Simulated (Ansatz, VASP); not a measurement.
## BiP: VASP beside Ansatz

Wanted: the spread between two codes on one cell, functional and k mesh. The cell is generated by rule, not measured, and may not be a known phase. The cell is taken from a series of VASP runs on this material, whose earlier steps may have relaxed, scaled or displaced it; both programs get it as it stands.

Calculated with Ansatz 0.2.0; plane waves, with VASP 6.6.1 beside it; band structure at PBE, spin-orbit coupling.

The structure was built from a prototype and need not be the compound's stable phase.

**1. Set-up**

It takes space group F-43m (No. 216, cubic). Conventional cell: a = 5.958 Å, b = 5.958 Å, c = 5.958 Å, α = 90.00°, β = 90.00°, γ = 90.00°. Nearest to Bi lie 4 P at 2.58 Å. Nearest to P lie 4 Bi at 2.58 Å. Farther neighbours are not listed.

Structure file:

```
Bi P
1.0
     0.00000    2.97913    2.97913
     2.97913    0.00000    2.97913
     2.97913    2.97913    0.00000
Bi P
1 1
Direct
  0.00000 0.00000 0.00000
  0.25000 0.25000 0.25000
```

**2. VASP: band structure, PBE, spin-orbit coupling**

With cell and atoms fixed, the geometry can't cause a difference; cores, projectors, grids and the points listed under the comparison can.

Lines of VASP's logs that name or quote its potential files are left out, and so is its time.

Contents of INCAR:

```
SYSTEM = BiP
PREC = Accurate
ENCUT = 400
EDIFF = 1E-06
NELM = 100
ISMEAR = 0
SIGMA = 0.02
LREAL = .FALSE.
ALGO = Normal
GGA = PE
LNONCOLLINEAR = .TRUE.
MAGMOM = 0 0 0 0 0 0
NBANDS = 32
GGA_COMPAT = .FALSE.
LASPH = .TRUE.
LSORBIT = .TRUE.
LORBIT = 11
LWAVE = .FALSE.
LCHARG = .FALSE.
KPAR = 4
ISIF = 2
```

Contents of POSCAR:

```
BiP
1.0
    0.0000000000      2.9791300000      2.9791300000
    2.9791300000      0.0000000000      2.9791300000
    2.9791300000      2.9791300000      0.0000000000
Bi P
1 1
Direct
    0.0000000000      0.0000000000      0.0000000000
    0.2500000000      0.2500000000      0.2500000000
```

Contents of KPOINTS:

```
Automatic mesh
0
Gamma
8 8 8
0 0 0
```

Contents of KPOINTS_OPT:

```
Line mode
16
Line-mode
Reciprocal
  0.00000000   0.00000000   0.00000000 GAMMA
  0.50000000   0.00000000   0.50000000 X

  0.50000000   0.00000000   0.50000000 X
  0.50000000   0.25000000   0.75000000 W

  0.50000000   0.25000000   0.75000000 W
  0.37500000   0.37500000   0.75000000 K

  0.37500000   0.37500000   0.75000000 K
  0.00000000   0.00000000   0.00000000 GAMMA

  0.00000000   0.00000000   0.00000000 GAMMA
  0.50000000   0.50000000   0.50000000 L

  0.50000000   0.50000000   0.50000000 L
  0.62500000   0.25000000   0.62500000 U

  0.62500000   0.25000000   0.62500000 U
  0.50000000   0.25000000   0.75000000 W

  0.50000000   0.25000000   0.75000000 W
  0.50000000   0.50000000   0.50000000 L

  0.50000000   0.50000000   0.50000000 L
  0.37500000   0.37500000   0.75000000 K

  0.62500000   0.25000000   0.62500000 U
  0.50000000   0.00000000   0.50000000 X
```

Potentials, in the order of the species: Bi_d and P (PBE family, release 64).

The run is started by

```sh
> mpirun -np 4 vasp_ncl
```

Numbers of over 12 decimals in the logs are rounded to 6 here.

The log of the run:

```text
[banner, memory and clock lines left out]
running    4 mpi-ranks, on    1 nodes
 distrk:  each k-point on    1 cores,    4 groups
 distr:  one band on    1 cores,    1 groups

 POSCAR found type information on POSCAR BiP
 POSCAR found :  2 types and       2 ions
 LDA part: xc-table for (Slater+PW92), standard interpolation
 POSCAR, INCAR and KPOINTS ok, starting setup
 FFT: planning ... GRIDC
 FFT: planning ... GRID_SOFT
 FFT: planning ... GRID
 WAVECAR not read
 entering main loop
       N       E                     dE             d eps       ncg     rms          rms(c)
DAV:   1     0.182808692096E+03    0.18281E+03   -0.83512E+03  2760   0.113E+03
DAV:   2     0.989690320430E+01   -0.17291E+03   -0.16683E+03  2872   0.350E+02
DAV:   3    -0.805990706862E+01   -0.17957E+02   -0.17583E+02  3368   0.126E+02
DAV:   4    -0.877242169136E+01   -0.71251E+00   -0.71047E+00  3224   0.268E+01
DAV:   5    -0.880825555805E+01   -0.35834E-01   -0.35826E-01  4256   0.555E+00    0.473E+00
DAV:   6    -0.849193233177E+01    0.31632E+00   -0.64604E-01  3616   0.491E+00    0.278E+00
DAV:   7    -0.848016644260E+01    0.11766E-01   -0.15267E-01  3304   0.188E+00    0.162E+00
DAV:   8    -0.847712524942E+01    0.30412E-02   -0.15991E-02  3768   0.129E+00    0.491E-01
DAV:   9    -0.847691050426E+01    0.21475E-03   -0.19133E-03  3664   0.369E-01    0.175E-01
DAV:  10    -0.847676727207E+01    0.14323E-03   -0.84830E-04  3856   0.270E-01    0.344E-02
DAV:  11    -0.847678369589E+01   -0.16424E-04   -0.99210E-05  3112   0.577E-02    0.318E-02
DAV:  12    -0.847678993818E+01   -0.62423E-05   -0.16728E-05  3560   0.372E-02    0.118E-02
DAV:  13    -0.847678974816E+01    0.19002E-06   -0.19400E-06  2864   0.163E-02
   1 F= -.84767897E+01 E0= -.84766293E+01  d E =-.320940E-03  mag=    -0.0000    -0.0000     0.0000
 Start KPOINTS_OPT (optional k-point list driver)
k-point batch [1-43\160]
       N       E                     dE             ncg
DAV:   1     0.144310276308E+04   -0.18776E+05     2752
DAV:   2    -0.590167592534E+04   -0.73448E+04     2784
DAV:   3    -0.665940954106E+04   -0.75773E+03     3512
DAV:   4    -0.668904387163E+04   -0.29634E+02     3376
DAV:   5    -0.669042519537E+04   -0.13813E+01     4336
DAV:   6    -0.669043873286E+04   -0.13537E-01     3536
DAV:   7    -0.669043937455E+04   -0.64168E-03     4320
DAV:   8    -0.669043938270E+04   -0.81492E-05     3416
DAV:   9    -0.669043938297E+04   -0.27553E-06     2392
[...]
k-point batch [130-160\160]
       N       E                     dE             ncg
DAV:   1     0.706992700743E+04   -0.16503E+05     1992
DAV:   2     0.177275062869E+04   -0.52972E+04     2056
DAV:   3     0.123996105833E+04   -0.53279E+03     2520
DAV:   4     0.122057730593E+04   -0.19384E+02     2544
DAV:   5     0.121964592115E+04   -0.93138E+00     3016
DAV:   6     0.121963211723E+04   -0.13804E-01     2656
DAV:   7     0.121963166045E+04   -0.45678E-03     3040
DAV:   8     0.121963165363E+04   -0.68239E-05     2568
DAV:   9     0.121963165344E+04   -0.18538E-06     1728
```

From OUTCAR (step 2):

```text
ion  position               nearest neighbor table
   1  0.000  0.000  0.000-   2 2.58   2 2.58   2 2.58   2 2.58
   2  0.250  0.250  0.250-   1 2.58   1 2.58   1 2.58   1 2.58

  LATTYP: Found a face centered cubic cell.
 ALAT       =     5.9582600000

 Subroutine GETGRP returns: Found 24 space group operations
 (whereof 24 operations were pure point group operations)

The static configuration has the point symmetry T_d .

 Found     43 irreducible k-points:

   k-points           NKPTS =     43   k-points in BZ     NKDIM =     43   number of bands    NBANDS=     32

   dimension x,y,z NGX =    28 NGY =   28 NGZ =   28
   dimension x,y,z NGXF=    56 NGYF=   56 NGZF=   56

   ENCUT  =  400.0 eV  29.40 Ry    5.42 a.u.   6.87  6.87  6.87*2*pi/ulx,y,z

   NELECT =      20.0000    total number of electrons

 k-points in reciprocal lattice and weights: Automatic mesh
   0.00000000  0.00000000  0.00000000       0.002
   0.12500000  0.00000000  0.00000000       0.008
  -0.12500000  0.00000000  0.00000000       0.008
   0.25000000  0.00000000  0.00000000       0.008
  -0.25000000  0.00000000  0.00000000       0.008
   0.37500000  0.00000000  0.00000000       0.008
  -0.37500000  0.00000000  0.00000000       0.008
   0.50000000  0.00000000  0.00000000       0.008
   0.12500000  0.12500000  0.00000000       0.012
[...]
-0.37500000  0.50000000  0.12500000       0.023
  -0.25000000  0.50000000  0.25000000       0.012

 average (electrostatic) potential at core
       1-104.2071       2 -82.0225

 E-fermi :   6.9435

 k-point     1 :       0.0000    0.0000    0.0000
  band No.  band energies     occupation
    ...
     18       4.9405      1.00000
     19       4.9405      1.00000
     20       4.9405      1.00000
     21       6.9147      0.97914
     22       6.9147      0.97914
     23       8.1971      0.00000
     24       8.1971      0.00000
     25       8.1971      0.00000
     26       8.1971      0.00000
     27      11.3811      0.00000
    ...

 k-point     2 :       0.1250    0.0000    0.0000
  band No.  band energies     occupation
    ...
     16       3.9518      1.00000
     17       4.7098      1.00000
     18       4.7297      1.00000
     19       5.0232      1.00000
     20       5.0232      1.00000
     21       7.3000      0.00000
     22       7.3000      0.00000
     23       8.4500      0.00000
     24       8.4500      0.00000
     25       8.4996      0.00000
    ...

 k-point     3 :      -0.1250    0.0000    0.0000
  band No.  band energies     occupation
    ...
     16       3.9518      1.00000
     17       4.7098      1.00000
     18       4.7297      1.00000
     19       5.0232      1.00000
     20       5.0232      1.00000
     21       7.3000      0.00000
     22       7.3000      0.00000
     23       8.4500      0.00000
     24       8.4500      0.00000
     25       8.4996      0.00000
    ...

  Total        6.2502538      6.2502538      6.2502538      0.0000000      0.0000000      0.0000000
  in kB      189.3694311    189.3694311    189.3694311      0.0000000      0.0000000      0.0000000
  external PRESSURE =     189.3694311 kB  Pullay stress =       0.0000000 kB

  energy-cutoff  :      400.00
  volume of cell :       52.88
      direct lattice vectors                 reciprocal lattice vectors
     0.000000000  2.979130000  2.979130000    -0.167834233  0.167834233  0.167834233
     2.979130000  0.000000000  2.979130000     0.167834233 -0.167834233  0.167834233
     2.979130000  2.979130000  0.000000000     0.167834233  0.167834233 -0.167834233

 POSITION                                       TOTAL-FORCE (eV/Angst)
 -----------------------------------------------------------------------------------
      0.00000      0.00000      0.00000        -0.000000     -0.000000     -0.000000
      1.48957      1.48957      1.48957         0.000000      0.000000      0.000000
 -----------------------------------------------------------------------------------
    total drift:                                0.000000      0.000000      0.000000

  FREE ENERGIE OF THE ION-ELECTRON SYSTEM (eV)
  ---------------------------------------------------
  free  energy   TOTEN  =        -8.4767897482 eV

  energy  without entropy=       -8.4764688086  energy(sigma->0) =       -8.47662928

 Spin-Orbit-Coupling matrix elements
 Ion:    1  E_soc:     -1.4289416
 Ion:    2  E_soc:     -0.0025465

 total charge
# of ion       s       p       d       tot
------------------------------------------
    1        1.574   1.373   9.983  12.930
    2        1.125   1.415   0.000   2.540
--------------------------------------------------
tot          2.699   2.788   9.983  15.470

 magnetization (x)
# of ion       s       p       d       tot
------------------------------------------
    1       -0.000   0.000  -0.000   0.000
    2        0.000   0.000   0.000   0.000
--------------------------------------------------
tot          0.000   0.000  -0.000   0.000

 magnetization (y)
# of ion       s       p       d       tot
------------------------------------------
    1        0.000   0.000  -0.000  -0.000
    2        0.000   0.000   0.000   0.000
--------------------------------------------------
tot          0.000   0.000  -0.000   0.000

 magnetization (z)
# of ion       s       p       d       tot
------------------------------------------
    1        0.000   0.000  -0.000   0.000
    2       -0.000  -0.000   0.000  -0.000
--------------------------------------------------
tot         -0.000   0.000  -0.000   0.000

[... 3 further parts left out ...]
```

The run ends at a pressure of 18.94 GPa.

**3. Ansatz: band structure, PBE, spin-orbit coupling**

Ansatz runs on its fully relativistic PAW (standard-fr) files.

The same cell, functional, mesh and smearing now go to Ansatz, which takes its cutoff from its data sets.

Contents of input.yaml:

```yaml
crystal:
  lattice:
    - [0.0, 2.97913, 2.97913]
    - [2.97913, 0.0, 2.97913]
    - [2.97913, 2.97913, 0.0]
  atoms:
    - { symbol: Bi, position: [0.0, 0.0, 0.0] }
    - { symbol: P, position: [0.25, 0.25, 0.25] }
hamiltonian:
  xc: pbe
  pseudopotentials: { kind: paw_fr }
magnetization:
  noncollinear: true
  spin_orbit: true
kpoints:
  mp_grid: { grid: [8, 8, 8] }
  band_path:
    path:
      - [0.0, 0.0, 0.0]
      - [0.16667, 0.0, 0.16667]
      - [0.33333, 0.0, 0.33333]
      - [0.5, 0.0, 0.5]
      - [0.5, 0.08333, 0.58333]
      - [0.5, 0.18333, 0.68333]
      - [0.5, 0.25, 0.75]
      - [0.45, 0.3, 0.75]
      - [0.40833, 0.34167, 0.75]
      - [0.35, 0.35, 0.7]
      - [0.225, 0.225, 0.45]
      - [0.075, 0.075, 0.15]
      - [0.03333, 0.03333, 0.03333]
      - [0.23333, 0.23333, 0.23333]
      - [0.4, 0.4, 0.4]
      - [0.51667, 0.46667, 0.51667]
      - [0.55833, 0.38333, 0.55833]
      - [0.60833, 0.28333, 0.60833]
      - [0.60833, 0.25, 0.64167]
      - [0.55833, 0.25, 0.69167]
      - [0.51667, 0.25, 0.73333]
      - [0.5, 0.3, 0.7]
      - [0.5, 0.38333, 0.61667]
      - [0.5, 0.48333, 0.51667]
      - [0.475, 0.475, 0.55]
      - [0.425, 0.425, 0.65]
      - [0.38333, 0.38333, 0.73333]
      - [0.59167, 0.18333, 0.59167]
      - [0.55, 0.1, 0.55]
      - [0.5, 0.0, 0.5]
    npoints: 1
scf:
  occupations: { method: gaussian, width: 0.02 }
  n_extra_bands: 14
output:
  forces: true
  stress: true
  eigenvalues: true
```

The run is started by

```sh
> ansatz run input.yaml --threads 2 --pin off --max-ram 4608MiB --backend cpu --events-out ev --progress --plain --runs-dir out
```

The log of the run:

```text
scf.n_extra_bands = 14 over 20 filled bands (N_el = 20.0): the run solves 34 bands
Engine: ansatz 0.2.0, aarch64-unknown-linux-gnu
Pseudopotentials: kind: paw_fr
Pseudopotential: Bi, paw_fr, valence charge 15, recommended cutoff 420 eV (normal), Bi.paw.azcp#standard-fr
Pseudopotential: P, paw_fr, valence charge 5, recommended cutoff 420 eV (normal), P.paw.azcp#standard-fr
Functional definition: PBE
  parameter kappa = 0.804
  parameter beta = 0.066725
  exchange = pbe_x(kappa = kappa, mu = beta*pi^2/3)
  correlation = pbe_c(beta = beta)
non-collinear run that drives no moment, with spin-orbit: no starting moment large enough to seed its density (crystal.atoms[].spin), no starting occupations that ask for one, no magnetisation constraint and no magnetic field, so the semilocal B_xc is pinned to zero
Crystal: 2 atoms, lattice volume = 52.881 Å³
Basis set: ecut = 420 eV, 1037 PW (Γ), exchange–correlation on 60×60×60 points (8 copies of the dense FFT grid, shifted against one another)
Bands: 34, of which v1, the nominal top of the filled ones, is band 20 counted from 1 (19 counted from 0)
Symmetry: 24 space group operations + 24 with time reversal
Magnetic group: BNS 216.75 (UNI 1577), of the structure as read, at distance tolerance 3.8e-5 Å
k-points: 29 of 512 (time reversal used)
Projection manifold: j_resolved (fully-relativistic pseudo-atomic orbitals)
Non-local potential: Bi, projectors of the file, l = 0: 2, l = 1: 4, l = 2: 4, l = 3: 4
Non-local potential: P, projectors of the file, l = 0: 2, l = 1: 4, l = 2: 4
PAW form: soft (Blöchl's): semilocal exchange-correlation on the pseudo side does not see the compensation charge
PAW one-centre angular grid: Bi, 590 points (default); XC on 96 Gauss nodes
PAW one-centre angular grid: P, 110 points (default); XC on 64 Gauss nodes
Initial density: superposition of atomic densities (chi_scale 0.1, normalization cell, long waves kept (reshape's long-wave potential 0.00 eV rms))
Initial wavefunctions: pseudopotential atomic-orbital guess
Functional: x = pbe(κ = 0.804, μ = 0.219515), c = pbe(β = 0.066725)
SCF iter   1: F=—  HF=-13192.731474 eV  |F-HF|=—  |Δ(HF+E_count)|=         —  Δρ=2.90e-2  dr2=8.80e-1  dr2_m=0.00e0 (ungated)  ethr=3.10e-3  |M|=0.00e0 ∫|m|=0.00e0 μB  |m|>n=0.0e0 m-floor=0.0e0 τ_xc=0.0e0  β_m=0.30  ⟨swp⟩=8.5  Hψ=6015  notcnv=0  defer=29
preconditioner: auto → none  [insulator: Δε(μ)=0.092 eV  Ē_g=12.197 eV  σ=0.020 eV  W_gap=0.67  n_scr=14 (ndim 8)  ℏωp=16.1 eV  f_vac=0.000  D(μ)=4.52/eV (n_scr^D=58)  ε∞_Penn≈2.8]
SCF iter   2: F=—  HF=-13192.505436 eV  |F-HF|=—  |Δ(HF+E_count)|=   2.26e-1  Δρ=1.24e-2  dr2=9.68e-2  dr2_m=0.00e0 (ungated)  ethr=3.10e-3  |M|=0.00e0 ∫|m|=0.00e0 μB  |m|>n=0.0e0 m-floor=0.0e0 τ_xc=0.0e0  β_m=0.36  ⟨swp⟩=2.4  Hψ=1491  notcnv=0  defer=212
SCF iter   3: F=—  HF=-13192.485423 eV  |F-HF|=—  |Δ(HF+E_count)|=   2.00e-2  Δρ=5.99e-3  dr2=1.49e-2  dr2_m=0.00e0 (ungated)  ethr=4.84e-4  |M|=0.00e0 ∫|m|=0.00e0 μB  |m|>n=0.0e0 m-floor=0.0e0 τ_xc=0.0e0  β_m=0.53  ⟨swp⟩=2.8  Hψ=1183  notcnv=0  defer=214
SCF iter   4: F=—  HF=-13192.483168 eV  |F-HF|=—  |Δ(HF+E_count)|=   2.25e-3  Δρ=8.28e-4  dr2=1.87e-4  dr2_m=0.00e0 (ungated)  ethr=7.44e-5  |M|=0.00e0 ∫|m|=0.00e0 μB  |m|>n=0.0e0 m-floor=0.0e0 τ_xc=0.0e0  β_m=0.60  ⟨swp⟩=2.7  Hψ=1180  notcnv=0  defer=214
SCF iter   5: F=—  HF=-13192.483206 eV  |F-HF|=—  |Δ(HF+E_count)|=   3.74e-5  Δρ=1.47e-4  dr2=4.61e-6  dr2_m=0.00e0 (ungated)  ethr=9.35e-7  |M|=0.00e0 ∫|m|=0.00e0 μB  |m|>n=0.0e0 m-floor=0.0e0 τ_xc=0.0e0  β_m=0.75  ⟨swp⟩=2.4  Hψ=1209  notcnv=0  defer=214
SCF iter   6: F=—  HF=-13192.483208 eV  |F-HF|=—  |Δ(HF+E_count)|=   1.97e-6  Δρ=1.17e-5  dr2=1.13e-7  dr2_m=0.00e0 (ungated)  ethr=2.31e-8  |M|=0.00e0 ∫|m|=0.00e0 μB  |m|>n=0.0e0 m-floor=0.0e0 τ_xc=0.0e0  β_m=0.75  ⟨swp⟩=2.6  Hψ=1600  notcnv=0  defer=214
SCF iter   7: F=-13192.483208 eV  HF=-13192.483207 eV  |F-HF|=8.97e-10  |Δ(HF+E_count)|=   2.22e-8  Δρ=2.21e-6  dr2=1.24e-9  dr2_m=0.00e0 (ungated)  ethr=5.00e-10  |M|=0.00e0 ∫|m|=0.00e0 μB  |m|>n=0.0e0 m-floor=0.0e0 τ_xc=0.0e0  ⟨swp⟩=12.4  Hψ=5800  notcnv=0
SCF 1 converged in 7 iterations: F = -13192.483208 eV  dr2 = 1.24e-9
  greatest PAW one-centre occupation: 0.986 electrons in one spin orbital (limit 2), on the Bi atom at site 0 (counted from 0), in its partial waves of l = 2
NSCF: frozen V_eff on 30 k-points
SCF converged after 7 iterations
Magnetization: |M| = 0.0000 μB,  M = (+0.0000, +0.0000, +0.0000) μB
Absolute magnetization: 0.0000 μB (∫|m|)
  site 0: m = (+0.0000, +0.0000, +0.0000) μB, |m| = 0.0000 μB  (R = 1.06 Å)
  site 1: m = (+0.0000, +0.0000, +0.0000) μB, |m| = 0.0000 μB  (R = 1.06 Å)
Free energy (F): -13192.483208 eV
Harris-Foulkes:  -13192.483207 eV  (|F-HF|=8.97e-10)
Internal energy: -13192.482716 eV  (E = F + TS)
E sigma→0 (E₀):  -13192.482962 eV
Entropy (-TS):   -0.000491 eV (-0.246 meV/atom)
Fermi energy:    9.527838 eV
--- Per-component energies (eV) ---
  E_band       = -102.168614
  E_kinetic    = 378.619774
  E_local      = -1719.067245  (includes V_loc(G=0)·N_el)
  E_nonlocal   = 596.863800
  E_hartree    = 571.716902
  E_xc         = -215.302123
  E_vxc        = -207.994337  (∫ρ·V_xc dr)
  E_paw        = -11274.897170  (= ΣΔE_a)
  E_vpaw       = -294.023361  (= ΣTr[D̂ρ^β])
  E_aug_tail   = -0.000378  (compensation charges beyond the density's cutoff)
  E_ewald      = -1530.416276
  E_smearing   = -0.000491  (= −TS)
  E_closure    = 0.000000  (closes the sum)
  Σ components = -13192.483208   (vs F -13192.483208, Δ=0.00e0)
--- Forces (eV/Å), atoms counted from 1 ---
  atom   1  Bi    -0.00000000    -0.00000000     0.00000000
  atom   2  P      0.00000000    -0.00000000     0.00000000
  max |Σ_I F_I| component: 6.66e-16 eV/Å
--- Stress (GPa, compression-positive) ---
       18.991716      -0.000000      -0.000000
       -0.000000      18.991716       0.000000
       -0.000000       0.000000      18.991716
  P = ⅓ Tr σ = 18.9917 GPa (189.917 kbar)
--- Band table (eV; the first three rows and the last of 29) ---
  k-point 0: bands = [... 16 lower, 7.5579, 7.5579, 7.5579, 7.5579, 9.4560, 9.4560, 10.8344, 10.8344, ... 10 higher]
  k-point 1: bands = [... 16 lower, 7.3289, 7.3490, 7.6460, 7.6460, 9.8400, 9.8400, 11.0835, 11.0835, ... 10 higher]
  k-point 2: bands = [... 16 lower, 6.9130, 6.9370, 7.4361, 7.4361, 10.6120, 10.6120, 11.6419, 11.6657, ... 10 higher]
  k-point 28: bands = [... 16 lower, 4.5967, 4.6406, 10.3164, 10.3513, 10.8538, 11.7590, 11.8710, 12.2961, ... 10 higher]
```

Elapsed: 18 s, on 2 threads of Arm Neoverse N1, shared host; peak memory 0.48 GiB; 35 s of CPU time.

The column dr2 measures how far the density is from self-consistency, as an energy; F and HF (Harris–Foulkes) agree once it is small.

**4. Side by side**

Known differences besides the potentials themselves: spin-orbit coupling enters by fully relativistic files in Ansatz and inside the spheres in VASP; the cutoff is 420 eV in Ansatz and 400 eV in VASP. Total energies have different zeros and are not compared.

Both answers:

```
      quantity  Ansatz   VASP  difference
pressure (GPa)   18.99  18.94       +0.05
```

Levels from 3 eV below to 2 eV above the Fermi level differ by 36 meV r.m.s. and 92 meV at most; each VASP level is matched to the nearest of Ansatz, which flatters the figure a little. Ansatz's pressure holds a Pulay correction of 0.04 GPa; VASP's holds none.

**5. Outcome**

| Property | Result |
| --- | --- |
| r.m.s. difference of levels near the Fermi level (band structure, PBE, spin-orbit coupling) | 36 meV |

In words: The r.m.s. difference of levels near the Fermi level is 36 meV (band structure, PBE, spin-orbit coupling), within the 80 meV picked in this series as the mark of a large difference. How closely two codes agree says nothing of how well the functional describes the real material.

[Lines on the potential files, build, host, timing and source positions are cut from VASP's logs without a mark.]

[Logs are printed without paths, hosts, clocks, repeated set-up lines and the standing remarks that a program may print on its own settings, such as how far it seeks lower states.]

[Hosts, paths, dates, database ids (printed as entryN), source tags and the programs' standing remarks are cut or masked in the printed files.]
